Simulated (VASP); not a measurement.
A convergence study with VASP on CoO: one setting is varied, all else stays as given below, so the limit is that of these other settings.

```yaml
crystal:
  lattice:
    - [2.99721, 0.00000, 0.00000]
    - [-2.99721, 2.99721, 0.00000]
    - [0.00000, 0.00000, 20.35799]
  atoms:
    - { symbol: Co, position: [0.00000, 0.00000, 0.44795], spin: 3.0 }
    - { symbol: Co, position: [0.00000, 0.50000, 0.34385], spin: 3.0 }
    - { symbol: Co, position: [0.00000, 0.00000, 0.65616], spin: 3.0 }
    - { symbol: Co, position: [0.00000, 0.50000, 0.55205], spin: 3.0 }
    - { symbol: O, position: [0.00000, 0.50000, 0.44795] }
    - { symbol: O, position: [0.00000, 0.00000, 0.34385] }
    - { symbol: O, position: [0.00000, 0.50000, 0.65616] }
    - { symbol: O, position: [0.00000, 0.00000, 0.55205] }
```

All values below come from PBE GGA, VASP's PBE PAW potentials (set 64) (plane waves; VASP). The tightest run used: 600 eV cut-off, 10×10×1 Γ-centred mesh, Fermi-Dirac smearing of 0.050 eV, potentials Co O.

The moments were started parallel, and other spin orders were not tried in this run.

```csv
setting,E (eV/atom),largest force (eV/Å),moment (μB),plane waves
ENCUT = 200,-6.4450,0.365,10.572,1195
ENCUT = 240,-6.5851,0.348,11.643,1568
ENCUT = 280,-6.4940,0.279,11.628,1976
```

Q: These are the cheaper rows. Estimate the results at ENCUT = 600, and how far the last row shown lies from them.

A: 
```json
[
 {"quantity": "E (eV/atom)", "tightest run": "-6.4418", "last row shown is off by": "-0.0523"},
 {"quantity": "largest force (eV/Å)", "tightest run": "0.252", "last row shown is off by": "0.027"},
 {"quantity": "moment (μB)", "tightest run": "11.640", "last row shown is off by": "-0.012"}
]
```

Left out are rungs that failed or repeat a setting and relaxations that didn't move; long series are thinned to 24 rows.

The cell is a sheet or thin cut with vacuum, built from a generated structure.
